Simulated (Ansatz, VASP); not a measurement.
**Cross-check of LiY between VASP and Ansatz**

Wanted: the spread between two codes on one cell, functional and k mesh. The cell is generated by rule, not measured, and may not be a known phase. Of the first pair: The cell is taken from a series of runs on this material, whose earlier steps may have relaxed, scaled, displaced or heated it; both programs get it as it stands.

Program: Ansatz 0.2.0. Level of theory: plane waves, with VASP 6.6.1 beside it; relaxation of cell and atoms at PBEsol and zone-centre phonons at PBEsol. Results are calculated unless marked as measured.

## 1. Set-up

Symmetry: Pm-3m, No. 221, cubic system. The conventional cell has a = 3.683 Å, b = 3.683 Å, c = 3.683 Å, α = 90.00°, β = 90.00°, γ = 90.00°. Nearest to Y lie 8 Li at 3.19 Å. Nearest to Li lie 8 Y at 3.19 Å. Farther neighbours are not listed.

Structure file:

```cif
data_structure
_symmetry_space_group_name_H-M 'P 1'
_symmetry_Int_Tables_number 1
_cell_length_a 3.6832
_cell_length_b 3.6832
_cell_length_c 3.6832
_cell_angle_alpha 90.000
_cell_angle_beta 90.000
_cell_angle_gamma 90.000
_cell_volume 49.97
loop_
_atom_site_label
_atom_site_type_symbol
_atom_site_fract_x
_atom_site_fract_y
_atom_site_fract_z
_atom_site_occupancy
Y1 Y 0.50000 0.50000 0.50000 1
Li2 Li 0.00000 0.00000 0.00000 1
```

## 2. VASP: relaxation of cell and atoms, PBEsol, pair 1

The relaxed volume is the usual yardstick between codes: in a stiff, nearly cubic crystal its relative difference is about their pressure difference at one cell divided by the bulk modulus.

Lines of VASP's logs that name or quote its potential files are left out, and so is its time.

INCAR reads:

```
SYSTEM = LiY
PREC = Accurate
ENCUT = 750
EDIFF = 1E-07
NELM = 120
ISMEAR = 0
SIGMA = 0.1
LREAL = .FALSE.
ALGO = Normal
GGA = PS
NBANDS = 13
LASPH = .TRUE.
LORBIT = 11
LWAVE = .FALSE.
LCHARG = .FALSE.
ISIF = 3
IBRION = 2
NSW = 80
EDIFFG = -0.005
GGA_COMPAT = .FALSE.
NELMIN = 4
KPAR = 2
```

POSCAR reads:

```
LiY
1.0
    3.6831850000      0.0000000000      0.0000000000
    0.0000000000      3.6831850000      0.0000000000
    0.0000000000      0.0000000000      3.6831850000
Y Li
1 1
Direct
    0.5000001358      0.5000001358      0.5000001358
    0.0000000000      0.0000000000      0.0000000000
```

KPOINTS reads:

```
Automatic mesh
0
Gamma
10 10 10
0 0 0
```

The projector-augmented-wave data sets are Y_sv and Li_sv (PBE family, release 64).

Run with:

```bash
$ mpirun -np 2 vasp_std
```

Numbers of over 12 decimals in the logs are rounded to 6 here.

Log:

```text
[banner, memory and clock lines left out]
running    2 mpi-ranks, on    1 nodes
 distrk:  each k-point on    1 cores,    2 groups
 distr:  one band on    1 cores,    1 groups

 POSCAR found type information on POSCAR Y Li
 POSCAR found :  2 types and       2 ions
|                                                                             |
|               ----> ADVICE to this user running VASP <----                  |
|                                                                             |
|     You enforced a specific xc type in the INCAR file but a different       |
|     [... a line on the potential file left out ...]
|     I HOPE YOU KNOW WHAT YOU ARE DOING!                                     |
|                                                                             |

 LDA part: xc-table for (Slater+PW92), standard interpolation
 POSCAR, INCAR and KPOINTS ok, starting setup
 FFT: planning ... GRIDC
 FFT: planning ... GRID_SOFT
 FFT: planning ... GRID
 WAVECAR not read
 entering main loop
       N       E                     dE             d eps       ncg     rms          rms(c)
DAV:   1     0.499609383722E+02    0.49961E+02   -0.76105E+03  1456   0.130E+03
DAV:   2    -0.493329171985E+01   -0.54894E+02   -0.53010E+02  1821   0.239E+02
DAV:   3    -0.901699018260E+01   -0.40837E+01   -0.40347E+01  2408   0.422E+01
DAV:   4    -0.918207627827E+01   -0.16509E+00   -0.16497E+00  1855   0.862E+00
DAV:   5    -0.918726091183E+01   -0.51846E-02   -0.51843E-02  2204   0.120E+00    0.222E+01
DAV:   6    -0.859320240674E+01    0.59406E+00   -0.71150E-01  1621   0.452E+00    0.146E+01
DAV:   7    -0.851455624428E+01    0.78646E-01   -0.10994E+00  1940   0.512E+00    0.160E+00
DAV:   8    -0.849285747106E+01    0.21699E-01   -0.32530E-01  1611   0.347E+00    0.138E+00
DAV:   9    -0.848463429048E+01    0.82232E-02   -0.43450E-02  1611   0.130E+00    0.625E-01
DAV:  10    -0.848405359686E+01    0.58069E-03   -0.23294E-03  1904   0.385E-01    0.944E-02
DAV:  11    -0.848402967413E+01    0.23923E-04   -0.37030E-04  1996   0.138E-01    0.223E-02
DAV:  12    -0.848403000558E+01   -0.33145E-06   -0.25914E-05  1826   0.434E-02    0.986E-03
DAV:  13    -0.848403004873E+01   -0.43154E-07   -0.26169E-06  1900   0.132E-02    0.602E-03
DAV:  14    -0.848403000520E+01    0.43532E-07   -0.85108E-08  1449   0.210E-03
   1 F= -.84840300E+01 E0= -.84761958E+01  d E =-.848403E+01
 curvature:   0.00 expect dE= 0.000E+00 dE for cont linesearch  0.000E+00
 trial: gam= 0.00000 g(F)=  0.000E+00 g(S)=  0.124E-03 ort = 0.000E+00 (trialstep = 0.100E+01)
 search vector abs. value=  0.124E-03
 bond charge predicted
       N       E                     dE             d eps       ncg     rms          rms(c)
DAV:   1    -0.848510020127E+01   -0.10702E-02   -0.17128E-02  2243   0.849E-01    0.222E-01
DAV:   2    -0.848414503706E+01    0.95516E-03   -0.18510E-03  2210   0.285E-01    0.861E-02
DAV:   3    -0.848403103269E+01    0.11400E-03   -0.95260E-04  2218   0.149E-01    0.513E-02
DAV:   4    -0.848407336608E+01   -0.42333E-04   -0.38377E-05  1930   0.448E-02    0.178E-02
DAV:   5    -0.848409226025E+01   -0.18894E-04   -0.39073E-05  2302   0.226E-02    0.127E-02
DAV:   6    -0.848409724425E+01   -0.49840E-05   -0.30667E-06  1831   0.148E-02    0.123E-03
DAV:   7    -0.848409756278E+01   -0.31854E-06   -0.92593E-07  2234   0.345E-03    0.931E-04
DAV:   8    -0.848409763013E+01   -0.67346E-07   -0.23597E-08  1063   0.139E-03
   2 F= -.84840976E+01 E0= -.84762547E+01  d E =-.676249E-04
 trial-energy change:   -0.000068  1 .order   -0.000076   -0.000124   -0.000028
 step:   1.2973(harm=  1.2973)  dis= 0.00000  next Energy=    -8.484110 (dE=-0.803E-04)
 reached required accuracy - stopping structural energy minimisation
```

From OUTCAR (step 2):

```text
ion  position               nearest neighbor table
   1  0.500  0.500  0.500-   2 3.19   2 3.19   2 3.19   2 3.19   2 3.19   2 3.19   2 3.19   2 3.19

  LATTYP: Found a simple cubic cell.
 ALAT       =     3.6831850000

 Subroutine GETGRP returns: Found 48 space group operations
 (whereof 48 operations were pure point group operations)

The static configuration has the point symmetry O_h .

 Found     56 irreducible k-points:

   k-points           NKPTS =     56   k-points in BZ     NKDIM =     56   number of bands    NBANDS=     13

   dimension x,y,z NGX =    36 NGY =   36 NGZ =   36
   dimension x,y,z NGXF=    72 NGYF=   72 NGZF=   72

   ENCUT  =  750.0 eV  55.12 Ry    7.42 a.u.   8.22  8.22  8.22*2*pi/ulx,y,z

   NELECT =      14.0000    total number of electrons

 k-points in reciprocal lattice and weights: Automatic mesh
   0.00000000  0.00000000  0.00000000       0.001
   0.10000000  0.00000000  0.00000000       0.006
   0.20000000  0.00000000  0.00000000       0.006
   0.30000000  0.00000000  0.00000000       0.006
   0.40000000  0.00000000  0.00000000       0.006
   0.50000000  0.00000000  0.00000000       0.003
   0.10000000  0.10000000  0.00000000       0.012
   0.20000000  0.10000000  0.00000000       0.024
   0.30000000  0.10000000  0.00000000       0.024
[...]
0.50000000  0.50000000  0.40000000       0.006
   0.50000000  0.50000000  0.50000000       0.001

 average (electrostatic) potential at core
       1 -38.6035       2 -61.8597

 E-fermi :   2.2358

 k-point     1 :       0.0000    0.0000    0.0000
  band No.  band energies     occupation
    ...
      4     -20.5641      2.00000
      5     -20.5641      2.00000
      6      -2.1013      2.00000
      7       2.1282      1.87198
      8       2.1282      1.87198
      9       6.0972      0.00000
     10       6.0972      0.00000
     11       6.0972      0.00000
     12       7.6677      0.00000
     13       7.6677      0.00000

 k-point     2 :       0.1000    0.0000    0.0000
  band No.  band energies     occupation
    ...
      4     -20.5621      2.00000
      5     -20.5621      2.00000
      6      -1.9764      2.00000
      7       2.1574      1.73253
      8       2.1783      1.58428
      9       5.6940      0.00000
     10       5.6940      0.00000
     11       6.1160      0.00000
     12       7.4345      0.00000
     13       8.1572      0.00000

 k-point     3 :       0.2000    0.0000    0.0000
  band No.  band energies     occupation
    ...
      3     -20.6471      2.00000
      4     -20.5568      2.00000
      5     -20.5568      2.00000
      6      -1.6260      2.00000
      7       2.1781      1.58574
      8       2.3161      0.25616
      9       5.0481      0.00000
     10       5.0481      0.00000
     11       6.1661      0.00000
     12       7.0335      0.00000
    ...

  Total       -0.0094777     -0.0094777     -0.0094777      0.0000000      0.0000000     -0.0000000
  in kB       -0.3048189     -0.3048189     -0.3048189      0.0000000      0.0000000     -0.0000000
  external PRESSURE =      -0.3048189 kB  Pullay stress =       0.0000000 kB

  energy-cutoff  :      750.00
  volume of cell :       49.82
      direct lattice vectors                 reciprocal lattice vectors
     3.679511151  0.000000000  0.000000000     0.271775233  0.000000000  0.000000000
    -0.000000000  3.679511151  0.000000000     0.000000000  0.271775233 -0.000000000
    -0.000000000  0.000000000  3.679511151     0.000000000 -0.000000000  0.271775233

 POSITION                                       TOTAL-FORCE (eV/Angst)
 -----------------------------------------------------------------------------------
      1.83976      1.83976      1.83976         0.000000     -0.000000      0.000000
      0.00000      0.00000      0.00000        -0.000000      0.000000      0.000000
 -----------------------------------------------------------------------------------
    total drift:                               -0.000376     -0.000376     -0.000376

  FREE ENERGIE OF THE ION-ELECTRON SYSTEM (eV)
  ---------------------------------------------------
  free  energy   TOTEN  =        -8.4840976301 eV

  energy  without entropy=       -8.4684117067  energy(sigma->0) =       -8.47625467

 reached required accuracy - stopping structural energy minimisation

 total charge
# of ion       s       p       d       f       tot
--------------------------------------------------
    1        2.277   6.213   0.849   0.005   9.344
    2        2.050   0.067   0.000   0.000   2.117
--------------------------------------------------
tot          4.326   6.281   0.849   0.005  11.461

[... 3 further parts left out ...]
```

## 3. Ansatz: relaxation of cell and atoms, PBEsol, pair 1

Ansatz runs on norm-conserving files, of PseudoDojo where its log says so.

The same cell, functional, mesh and smearing now go to Ansatz, which takes its cutoff from its data sets.

input.yaml reads:

```yaml
crystal:
  lattice:
    - [3.6831851504, 0.0, 0.0]
    - [0.0, 3.6831851504, 0.0]
    - [0.0, 0.0, 3.6831851504]
  atoms:
    - { symbol: "Y", position: [0.5, 0.5, 0.5] }
    - { symbol: Li, position: [0.0, 0.0, 0.0] }
kpoints:
  mp_grid: { grid: [10, 10, 10] }
hamiltonian:
  xc: pbesol
  pseudopotentials: { kind: nc, accuracy: standard }
scf:
  occupations: { method: gaussian, width: 0.1 }
output:
  forces: true
  stress: true
  eigenvalues: true
relax:
  adjacent_minimum: "off"
  f_tol: 0.005
  max_steps: 80
  cell: { stress_tol: 0.05 }
```

Run with:

```bash
$ ansatz run input.yaml --threads 4 --pin off --max-ram 7168MiB --backend cpu --events-out ev --progress --plain --runs-dir out
```

Log:

```text
Engine: ansatz 0.2.0, aarch64-unknown-linux-gnu
Pseudopotentials: kind: nc
Pseudopotential: Y, nc, valence charge 11, recommended cutoff 979.609905 eV (normal), Y.nc.azcp (PseudoDojo's, or run here from an input of PseudoDojo's; its table is named by hamiltonian.pseudopotentials.accuracy)
Pseudopotential: Li, nc, valence charge 3, recommended cutoff 1006.821291 eV (normal), Li.nc.azcp (PseudoDojo's, or run here from an input of PseudoDojo's; its table is named by hamiltonian.pseudopotentials.accuracy)
Functional definition: PBEsol
  exchange = pbesol_x
  correlation = pbesol_c
Crystal: 2 atoms, lattice volume = 49.966 Å³
Basis set: ecut = 1006.821291 eV, 3695 PW (Γ), exchange–correlation on 80×80×80 points (8 copies of the dense FFT grid, shifted against one another)
Bands: 11, of which v1, the nominal top of the filled ones, is band 7 counted from 1 (6 counted from 0)
Symmetry: 48 space group operations
Space group: Pm-3m (ITA 221), of the structure as read, at distance tolerance 3.7e-5 Å
k-points: 56 of 1000
Non-local potential: Y, projectors of the file, l = 0: 2, l = 1: 2, l = 2: 2
Non-local potential: Li, projectors of the file, l = 0: 2, l = 1: 2
Initial density: superposition of atomic densities (chi_scale 0.1, normalization cell, long waves kept (reshape's long-wave potential 0.00 eV rms))
Initial wavefunctions: pseudopotential atomic-orbital guess
Functional: x = pbesol(κ = 0.804, μ = 0.123457), c = pbesol(β = 0.046)
SCF iter   1: F=—  HF=-1304.306487 eV  |F-HF|=—  |Δ(HF+E_count)|=         —  Δρ=2.07e-2  dr2=5.65e-1  ethr=3.10e-3  ⟨swp⟩=5.5  Hψ=3728  notcnv=0
preconditioner: auto → none  [metal: Δε(μ)=0.042 eV  Ē_g=3.428 eV  σ=0.100 eV  W_gap=0.23  n_scr=6 (ndim 8)  ℏωp=10.5 eV  f_vac=0.000  D(μ)=1.84/eV (n_scr^D=18)  sad-step TF]
SCF iter   2: F=—  HF=-1304.183407 eV  |F-HF|=—  |Δ(HF+E_count)|=   1.23e-1  Δρ=1.30e-2  dr2=2.33e-1  ethr=3.10e-3  ⟨swp⟩=1.7  Hψ=1128  notcnv=0
SCF iter   3: F=—  HF=-1304.103259 eV  |F-HF|=—  |Δ(HF+E_count)|=   8.01e-2  Δρ=1.45e-3  dr2=5.49e-4  ethr=1.67e-3  ⟨swp⟩=2.8  Hψ=1075  notcnv=0
SCF iter   4: F=—  HF=-1304.103643 eV  |F-HF|=—  |Δ(HF+E_count)|=   3.83e-4  Δρ=3.92e-4  dr2=3.47e-5  ethr=3.92e-6  ⟨swp⟩=2.3  Hψ=942  notcnv=0
SCF iter   5: F=—  HF=-1304.103638 eV  |F-HF|=—  |Δ(HF+E_count)|=   4.42e-6  Δρ=6.28e-5  dr2=3.36e-6  ethr=2.48e-7  ⟨swp⟩=2.1  Hψ=930  notcnv=0
SCF iter   6: F=-1304.103637 eV  HF=-1304.103637 eV  |F-HF|=2.31e-8  |Δ(HF+E_count)|=   1.19e-6  Δρ=7.61e-6  dr2=2.95e-8  ethr=7.14e-10  ⟨swp⟩=5.9  Hψ=3834  notcnv=0
SCF 1 converged in 6 iterations: F = -1304.103637 eV  dr2 = 2.95e-8
relax step   1: F+E_penalty+E_count = -1304.10363714 eV  Δ(F+E_penalty+E_count) = +0.000e0 eV  max|allowed force component| = 9.442e-30 eV/Å  Δτ_max = 0.0000 Å  P = +0.004 GPa  Ω = 49.966 Å³  (6 SCF iters, dr2 threshold 1.00e-7 eV, accepted)
Initial density: handed on by an earlier stage of this run
Initial wavefunctions: pseudopotential atomic-orbital guess (no wavefunctions were taken with the density)
iter 1 solved again at ethr=4.18e-8 eV; its pass at ethr=3.10e-3 eV (dr2=5.85e-6 eV) is discarded
SCF iter   1: F=—  HF=-1304.103639 eV  |F-HF|=—  |Δ(HF+E_count)|=         —  Δρ=7.46e-6  dr2=2.94e-8  ethr=4.18e-8  ⟨swp⟩=4.8  Hψ=6179  notcnv=0
preconditioner: auto → none  [metal: Δε(μ)=0.004 eV  Ē_g=3.131 eV  σ=0.100 eV  W_gap=0.02  n_scr=6 (ndim 8)  ℏωp=10.5 eV  f_vac=0.000  D(μ)=3.13/eV (n_scr^D=26)]
SCF iter   2: F=—  HF=-1304.103637 eV  |F-HF|=—  |Δ(HF+E_count)|=   1.49e-6  Δρ=2.47e-6  dr2=1.68e-9  ethr=2.10e-10  ⟨swp⟩=2.0  Hψ=969  notcnv=0
SCF iter   3: F=—  HF=-1304.103637 eV  |F-HF|=—  |Δ(HF+E_count)|=  2.33e-10  Δρ=1.16e-6  dr2=2.74e-10  ethr=1.20e-11  ⟨swp⟩=1.4  Hψ=679  notcnv=0
SCF iter   4: F=-1304.103637 eV  HF=-1304.103637 eV  |F-HF|=0.00e0  |Δ(HF+E_count)|=  3.18e-11  Δρ=9.93e-8  dr2=1.35e-12  ethr=1.00e-12  ⟨swp⟩=6.5  Hψ=4044  notcnv=0
SCF 2 converged in 4 iterations: F = -1304.103637 eV  dr2 = 1.35e-12
relax step   2: F+E_penalty+E_count = -1304.10363715 eV  Δ(F+E_penalty+E_count) = -1.138e-8 eV  max|allowed force component| = 2.104e-30 eV/Å  Δτ_max = 0.0000 Å  P = +0.004 GPa  Ω = 49.966 Å³  stress off target by 4.11e-3 GPa  SCF on the basis re-selected at this cell (its energy is not comparable with the rows above)  (4 SCF iters)
basis re-selected at this cell: Δ(F+E_penalty+E_count) = -1.138e-8 eV, ΔP = -0.000 GPa vs the last step (what re-selecting the basis moved, of the pressure what is left beyond the Pulay correction that the steps carried, after the strain that the cell walked since its last selection, with what the two solves' SCF thresholds leave and, on support functions, any second-order correction that the steps lacked; it is no m [...]
SCF converged after 4 iterations
Free energy (F): -1304.103637 eV
Harris-Foulkes:  -1304.103637 eV  (|F-HF|=0.00e0)
Internal energy: -1304.087977 eV  (E = F + TS)
E sigma→0 (E₀):  -1304.095807 eV
Entropy (-TS):   -0.015660 eV (-7.830 meV/atom)
Fermi energy:    6.641172 eV
--- Per-component energies (eV) ---
  E_band       = -224.764055
  E_kinetic    = 454.925396
  E_local      = -910.715017  (includes V_loc(G=0)·N_el)
  E_nonlocal   = -8.676694
  E_hartree    = 243.432714
  E_xc         = -258.573520
  E_vxc        = -247.163155  (∫ρ·V_xc dr)
  E_ewald      = -824.480857
  E_smearing   = -0.015660  (= −TS)
  E_closure    = -0.000000  (closes the sum)
  Σ components = -1304.103637   (vs F -1304.103637, Δ=0.00e0)
--- Forces (eV/Å), atoms counted from 1 ---
  atom   1  Y      0.00000000    -0.00000000    -0.00000000
  atom   2  Li    -0.00000000    -0.00000000     0.00000000
  max |Σ_I F_I| component: 4.22e-30 eV/Å
--- Stress (GPa, compression-positive) ---
        0.004111       0.000000       0.000000
       -0.000000       0.004111       0.000000
        0.000000       0.000000       0.004111
  P = ⅓ Tr σ = 0.0041 GPa (0.041 kbar)
--- Band table (eV; the first three rows and the last of 56) ---
  k-point 0: bands = [... 3 lower, -16.1620, -16.1620, 2.3306, 6.5359, 6.5359, 10.4930, 10.4930, 10.4930]
  k-point 1: bands = [... 3 lower, -16.1600, -16.1600, 2.4545, 6.5643, 6.5858, 10.0921, 10.0921, 10.5118]
  k-point 2: bands = [... 3 lower, -16.1548, -16.1548, 2.8020, 6.5827, 6.7233, 9.4486, 9.4486, 10.5617]
  k-point 55: bands = [... 3 lower, -16.3396, -16.3396, 5.7309, 5.7309, 5.7309, 11.1897, 11.1897, 11.1897]
--- Relaxed structure (1 steps of the walk, 1 accepted, 1 SCFs on fresh bases) ---
  F+E_penalty+E_count = -1304.10363715 eV   max|allowed force component| = 2.104e-30 eV/Å   (the final SCF, on the basis selected at the relaxed cell)
  cell:  # Å, volume = 49.9655 Å³
    - [3.6831851504, 0.0, 0.0]
    - [0.0, 3.6831851504, 0.0]
    - [0.0, 0.0, 3.6831851504]
  atoms:
    - { symbol: Y, position: [0.5, 0.5, 0.5] }
    - { symbol: Li, position: [0.0, 0.0, 0.0] }
```

Reading the cycles: dr2 is the Hartree energy of the density residual (eV), the measure of convergence; HF is the Harris–Foulkes estimate of the energy, which meets the free energy F at convergence.

## 4. Side by side

Known differences besides the potentials themselves: the cutoff is 1006.82 eV in Ansatz and 750 eV in VASP; Ansatz adds a Pulay correction to the stress that steers its cell, VASP none. Total energies have different zeros and are not compared.

Compared:

```csv
quantity,Ansatz,VASP,difference
volume (Å³),49.97,49.82,+0.30 %
"edge a after relaxation, in the typed setting (Å)",3.683,3.679,+0.10 %
```

[end of part 1 of 2]

[Lines on the potential files, build, host, timing and source positions are cut from VASP's logs without a mark.]

[Logs are printed without paths, hosts, clocks, repeated set-up lines and the standing remarks that a program may print on its own settings, such as how far it seeks lower states.]

[Hosts, paths, dates, database ids (printed as entryN), source tags and the programs' standing remarks are cut or masked in the printed files.]
